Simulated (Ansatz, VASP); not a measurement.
## MgCdS4: VASP beside Ansatz

INCAR

```
PREC = Accurate
ENCUT = 520
EDIFF = 1E-7
ISMEAR = 0
SIGMA = 0.1
LREAL = False
LASPH = True
NELM = 100
ALGO = Normal
ISIF = 2
LWAVE = False
LCHARG = False
GGA = PE
NBANDS = 28
```

KPOINTS

```
regular mesh
0
Gamma
  4 4 4
```

Contents of POSCAR:

```
MgCdS4
1.0
    5.9642590300      0.0000000000      0.0000000000
    0.0000000000      5.9642590300      0.0000000000
    0.0000000000      0.0000000000      4.3668123100
Mg Cd S
1 1 4
Direct
    0.0000000000      0.0000000000      0.5000000000
    0.5000000000      0.5000000000      0.5000000000
    0.6596910700      0.0000000000      0.0000000000
    0.3403089300      0.0000000000      0.0000000000
    0.0000000000      0.3403089300      0.0000000000
    0.0000000000      0.6596910700      0.0000000000
```

Input for Ansatz:

```yaml
crystal:
  lattice:
    - [5.96425903, 0.0, 0.0]
    - [0.0, 5.96425903, 0.0]
    - [0.0, 0.0, 4.36681231]
  atoms:
    - { symbol: Mg, position: [0.0, 0.0, 0.5] }
    - { symbol: Cd, position: [0.5, 0.5, 0.5] }
    - { symbol: S, position: [0.65969107, 0.0, 0.0] }
    - { symbol: S, position: [0.34030893, 0.0, 0.0] }
    - { symbol: S, position: [0.0, 0.34030893, 0.0] }
    - { symbol: S, position: [0.0, 0.65969107, 0.0] }
basis:
  ecutwfc: 420
kpoints:
  mp_grid: { grid: [4, 4, 4] }
hamiltonian:
  xc: pbe
scf:
  occupations: { method: gaussian, width: 0.1 }
  lower_state_search: "off"
output:
  forces: true
  stress: true
  eigenvalues: true
```

Alike in both runs: task single point; functional PBE; k mesh 4 × 4 × 4; occupations gaussian, width 0.1 eV; no spin polarisation.

|  | VASP | Ansatz |
| --- | --- | --- |
| version | VASP 6.6.1 | Ansatz 0.2.0 |
| potentials or method | VASP PAW PBE potentials, release 64 (Mg, Cd, S) | scalar-relativistic, plane waves, PAW |
| plane-wave cutoff (eV) | 520 | 420 |
| valence electrons in the cell | 38 | 54 |

```csv
,VASP,Ansatz,Ansatz less VASP
gap on the k mesh at the Fermi level (eV),none,none,-
pressure (GPa),1.2,1.5,+0.34
largest component of the traceless stress (GPa),5.52,5.82,+0.293
rms of the force components (eV/Å),1.109,1.233,+0.1239
```

Atom by atom the forces differ by 0.124 eV/Å (rms over components). A gap of «none» marks a metal or a gap that the smearing closes. The two sets of potentials don't hold the same shells in valence.

Caveats: forces of over 1 eV/Å show positions far from the minimum, so gaps and moduli don't describe the material at rest.
